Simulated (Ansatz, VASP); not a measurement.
BaScO2F: VASP beside Ansatz

Contents of INCAR:

```
SYSTEM = BaScO2F
  ALGO = Normal
  EDIFF = 1E-6
  ENCUT = 520
  ISIF = 2
  ISMEAR = 0
  LASPH = .TRUE.
  LCHARG = .FALSE.
  LREAL = .FALSE.
  LWAVE = .FALSE.
  NBANDS = 28
  NELM = 100
  PREC = Accurate
  SIGMA = 0.05
```

File KPOINTS:

```
k-points
0
G
  6 6 6
  0 0 0
```

The input POSCAR:

```
BaScO2F
1.0
    4.2069470000      0.0000000000      0.0000000000
    0.0000000000      4.2069470000      0.0000000000
    0.0000000000      0.0000000000      4.3588124550
Ba Sc O F
1 1 2 1
Direct
    0.5000000000      0.5000000000      0.5000000000
    0.0000000000      0.0000000000      0.0000000000
    0.5000000000      0.0000000000      0.0000000000
    0.0000000000      0.5000000000      0.0000000000
    0.0000000000      0.0000000000      0.5000000000
```

Input for Ansatz:

```yaml
crystal:
  lattice:
    - [4.206947, 0.0, 0.0]
    - [0.0, 4.206947, 0.0]
    - [0.0, 0.0, 4.358812455]
  atoms:
    - { symbol: Ba, position: [0.5, 0.5, 0.5] }
    - { symbol: Sc, position: [0.0, 0.0, 0.0] }
    - { symbol: O, position: [0.5, 0.0, 0.0] }
    - { symbol: O, position: [0.0, 0.5, 0.0] }
    - { symbol: F, position: [0.0, 0.0, 0.5] }
basis:
  ecutwfc: 420
kpoints:
  mp_grid: { grid: [6, 6, 6] }
hamiltonian:
  xc: lda
scf:
  occupations: { method: gaussian, width: 0.05 }
output:
  forces: true
  stress: true
  eigenvalues: true
```

Change from the starting cell: strain +0.0350 x Voigt [0, 0, 1, 0, 0, 0], atoms carried along.

Alike in both runs: task single point; functional LDA; k mesh 6 × 6 × 6; occupations gaussian, width 0.05 eV; no spin polarisation.

|  | VASP | Ansatz |
| --- | --- | --- |
| version | VASP 6.6.1 | Ansatz 0.2.0 |
| potentials or method | VASP PAW LDA potentials, release 64 (Ba_sv, Sc_sv, O, F) | scalar-relativistic, plane waves, PAW |
| plane-wave cutoff (eV) | 520 | 420 |
| valence electrons in the cell | 40 | 40 |

Ansatz gave:

| Quantity | Value |
| --- | --- |
| gap on the k mesh at the Fermi level (eV) | 2.79 |
| least direct gap on the mesh (eV) | 3.21 |
| pressure (GPa) | -12.4 |
| largest component of the traceless stress (GPa) | 2.87 |

Task: Estimate VASP's values.

Result: gap on the k mesh at the Fermi level (eV): 2.73; least direct gap on the mesh (eV): 3.15; pressure (GPa): -11.2; largest component of the traceless stress (GPa): 2.95.

Caveats: spin-orbit coupling is left out, which moves the levels of the heavy elements. A k mesh can miss the band edges.
